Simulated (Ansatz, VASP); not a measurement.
# NaGeCl3: VASP beside Ansatz, part 2 of 2

Aim: how closely do two programs agree when they are given the same cell, functional and k mesh? The cell is generated by rule, not measured, and may not be a known phase. Of the first pair: The two relaxations start from unlike cells of this crystal (the structure described is Ansatz's start), so only their ends are compared.

VASP 6.6.1 and Ansatz 0.2.0.

So far: The structure; Ansatz: relaxation of cell and atoms, PBEsol, pair 1; VASP: relaxation of cell and atoms, PBEsol, pair 1; Side by side.

### 5. VASP: relaxation of cell and atoms, PBEsol, pair 2

Level of this step: PBEsol; plane waves and PAW (Na_pv, Ge_d, Cl); invented cell (VASP).

The relaxed volume is the usual yardstick between codes: in a stiff, nearly cubic crystal its relative difference is about their pressure difference at one cell divided by the bulk modulus.

Input file INCAR:

```
SYSTEM = NaGeCl3
PREC = Accurate
ENCUT = 500
EDIFF = 1E-07
NELM = 120
ISMEAR = 0
SIGMA = 0.01
LREAL = .FALSE.
ALGO = Normal
GGA = PS
NBANDS = 27
LORBIT = 11
LWAVE = .FALSE.
LCHARG = .FALSE.
ISIF = 3
IBRION = 2
NSW = 80
EDIFFG = -0.005
LASPH = .TRUE.
GGA_COMPAT = .FALSE.
NELMIN = 4
EFERMI = MIDGAP
KPAR = 2
```

Input file POSCAR:

```
NaGeCl3
1.0
    3.6107520000      2.0846680000      3.3667630000
   -3.6107520000      2.0846680000      3.3667630000
    0.0000000000     -4.1693370000      3.3667630000
Na Ge Cl
1 1 3
Direct
    0.1275690332      0.1275690332      0.1275690026
    0.5040128463      0.5040128463      0.5040127254
    0.4696122262      0.9537390784      0.4696120552
    0.9537390784      0.4696122262      0.4696120552
    0.4696122065      0.4696122065      0.9537389467
```

Input file KPOINTS:

```
Automatic mesh
0
Gamma
9 9 9
0 0 0
```

PAW data sets: Na_pv, Ge_d and Cl (PBE family, release 64).

Command:

```bash
$ mpirun -np 2 vasp_std
```

Numbers of over 12 decimals in the logs are rounded to 6 here.

Log:

```text
[banner, memory and clock lines left out]
running    2 mpi-ranks, on    1 nodes
[...]
[... a notice as in an earlier step ...]

 LDA part: xc-table for (Slater+PW92), standard interpolation
 POSCAR, INCAR and KPOINTS ok, starting setup
[...]
entering main loop
       N       E                     dE             d eps       ncg     rms          rms(c)
DAV:   1     0.412002479753E+03    0.41200E+03   -0.19753E+04  5470   0.211E+03
DAV:   2     0.450716399442E+02   -0.36693E+03   -0.35574E+03  5326   0.579E+02
DAV:   3    -0.154124349769E+02   -0.60484E+02   -0.59768E+02  5392   0.167E+02
DAV:   4    -0.183941175830E+02   -0.29817E+01   -0.29695E+01  5798   0.450E+01
[...]
DAV:  14    -0.179275294789E+02   -0.20243E-05   -0.10530E-06  4454   0.655E-03    0.172E-03
DAV:  15    -0.179275298687E+02   -0.38975E-06   -0.31898E-07  4437   0.406E-03    0.441E-04
DAV:  16    -0.179275298968E+02   -0.28102E-07   -0.31962E-08  3996   0.140E-03
   1 F= -.17927530E+02 E0= -.17927530E+02  d E =-.179275E+02
[... from here on, the cycles between the ionic steps are left out ...]
   2 F= -.17927581E+02 E0= -.17927581E+02  d E =-.511816E-04
   3 F= -.17927585E+02 E0= -.17927585E+02  d E =-.552533E-04
   4 F= -.17927605E+02 E0= -.17927605E+02  d E =-.197486E-04
   5 F= -.17927636E+02 E0= -.17927636E+02  d E =-.507579E-04
   6 F= -.17927637E+02 E0= -.17927637E+02  d E =-.515325E-04
   7 F= -.17927637E+02 E0= -.17927637E+02  d E =-.514268E-04
   8 F= -.17927637E+02 E0= -.17927637E+02  d E =-.515988E-04
   9 F= -.17927649E+02 E0= -.17927649E+02  d E =-.122384E-04
  10 F= -.17927668E+02 E0= -.17927668E+02  d E =-.309322E-04
  11 F= -.17927672E+02 E0= -.17927672E+02  d E =-.478357E-05
  12 F= -.17927685E+02 E0= -.17927685E+02  d E =-.175593E-04
  13 F= -.17927705E+02 E0= -.17927705E+02  d E =-.369433E-04
[...]
reached required accuracy - stopping structural energy minimisation
```

OUTCAR, selected parts (step 5):

```text
  Total       -0.0129182     -0.0129182     -0.0165959      0.0000000      0.0000000     -0.0000000
  in kB       -0.1367458     -0.1367458     -0.1756760      0.0000000      0.0000000     -0.0000000
  external PRESSURE =      -0.1497226 kB  Pullay stress =       0.0000000 kB

 POSITION                                       TOTAL-FORCE (eV/Angst)
 -----------------------------------------------------------------------------------
     -0.00000      0.00000      1.27605         0.000000      0.000000     -0.001089
     -0.00000      0.00000      5.08051         0.000000     -0.000000      0.003159
     -1.74706      1.00866      6.36561        -0.001114      0.000643     -0.000690
      1.74706      1.00866      6.36561         0.001114      0.000643     -0.000690
     -0.00000     -2.01733      6.36561         0.000000     -0.001286     -0.000690
 -----------------------------------------------------------------------------------
    total drift:                               -0.000000     -0.002268      0.002391

  FREE ENERGIE OF THE ION-ELECTRON SYSTEM (eV)
  ---------------------------------------------------
  free  energy   TOTEN  =       -17.9277046243 eV

  energy  without entropy=      -17.9277046243  energy(sigma->0) =      -17.92770462

[... 1 part as in an earlier step ...]

[... 3 further parts left out ...]
[key lines of the parts left out:]
E-fermi :   1.9110
```

The run keeps the 6 symmetry operations of its start, so it cannot find a distortion of lower symmetry.

### 6. Ansatz: relaxation of cell and atoms, PBEsol, pair 2

The same cell, functional and mesh now go to Ansatz, which takes its cutoff from its data sets.

The cell is taken from a series of runs on this material, whose earlier steps may have relaxed, scaled, displaced or heated it; both programs get it as it stands.

Input file input.yaml:

```yaml
crystal:
  lattice:
    - [3.6107516228, 2.0846684214, 3.3667628546]
    - [-3.6107516228, 2.0846684214, 3.3667628546]
    - [0.0, -4.1693368428, 3.3667628546]
  atoms:
    - { symbol: Na, position: [0.1275689851, 0.1275689851, 0.1275689851] }
    - { symbol: Ge, position: [0.504012822, 0.504012822, 0.504012822] }
    - { symbol: Cl, position: [0.4696122337, 0.953739045, 0.4696122337] }
    - { symbol: Cl, position: [0.953739045, 0.4696122337, 0.4696122337] }
    - { symbol: Cl, position: [0.4696122337, 0.4696122337, 0.953739045] }
kpoints:
  mp_grid: { grid: [9, 9, 9] }
hamiltonian:
  xc: pbesol
  pseudopotentials: { kind: paw, azcp: { folder: soft_1 }, xc_functional: pbe }
scf:
  occupations: { method: fixed }
output:
  forces: true
  stress: true
  eigenvalues: true
relax:
  adjacent_minimum: "off"
  f_tol: 0.001
  max_steps: 60
  cell: { stress_tol: 0.01 }
```

Command:

```bash
$ ansatz run input.yaml --threads 8 --pin off --max-ram 16384MiB --backend cpu --events-out ev --progress --plain --runs-dir out
```

Log:

```text
[...]
Crystal: 5 atoms, lattice volume = 152.054 Å³
Basis set: ecut = 420 eV, 2933 PW (Γ), exchange–correlation on 72×72×72 points (8 copies of the dense FFT grid, shifted against one another)
Bands: 27, of which v1, the nominal top of the filled ones, is band 22 counted from 1 (21 counted from 0)
Symmetry: 6 space group operations
[...]
k-points: 85 of 729 (time reversal used)
[...]
cell:  # Å, volume = 151.9666 Å³
    - [3.609823, 2.084132, 3.366556]
    - [-3.609823, 2.084132, 3.366556]
    - [0, -4.168265, 3.366556]
  atoms:
    - { symbol: Na, position: [0.127520, 0.127520, 0.127520] }
    - { symbol: Ge, position: [0.504049, 0.504049, 0.504049] }
    - { symbol: Cl, position: [0.469570, 0.953836, 0.469570] }
    - { symbol: Cl, position: [0.953836, 0.469570, 0.469570] }
    - { symbol: Cl, position: [0.469570, 0.469570, 0.953836] }
[key lines of the parts left out:]
SCF converged after 6 iterations
Free energy (F): -8917.413698 eV
Fermi energy:    2.416039 eV
P = ⅓ Tr σ = -0.0035 GPa (-0.035 kbar)
```

### 7. Side by side

What differs besides the data sets and the points named for the pairs above, as far as they apply: fixed occupations in Ansatz, narrow Gaussian smearing in VASP; the data sets hold 44 valence electrons in Ansatz (on its PAW soft_1 files) and 42 in VASP. Total energies have different zeros and are not compared.

The two programs side by side:

```
                                         quantity  Ansatz    VASP  difference
                                      volume (Å³)  151.97  151.36     +0.40 %
edge a after relaxation, in the typed setting (Å)   5.358   5.351     +0.14 %
```

### 8. What came out

```yaml
difference_in_volume_relaxation_of_cell_and_atoms_pbesol_pair_1: 0.14 %
difference_in_volume_relaxation_of_cell_and_atoms_pbesol_pair_2: 0.40 %
```

What this shows: The difference in volume is 0.40 % (relaxation of cell and atoms, PBEsol, pair 2), within the 1.2 % picked in this series as the mark of a large difference, as far as the stopping tolerances let one tell. The data sets hold unlike numbers of valence electrons (44 in Ansatz and 42 in VASP), so part of the differences comes from the potentials. 1 further run of this series is not shown here. Such differences can come from data sets, numerical settings and the points named under the comparisons, not from the functional's error against experiment.

[Lines on the potential files, build, host, timing and source positions are cut from VASP's logs without a mark.]

[Logs are printed without paths, hosts, clocks, repeated set-up lines and the standing remarks that a program may print on its own settings, such as how far it seeks lower states.]

[Hosts, paths, dates, database ids (printed as entryN), source tags and the programs' standing remarks are cut or masked in the printed files.]
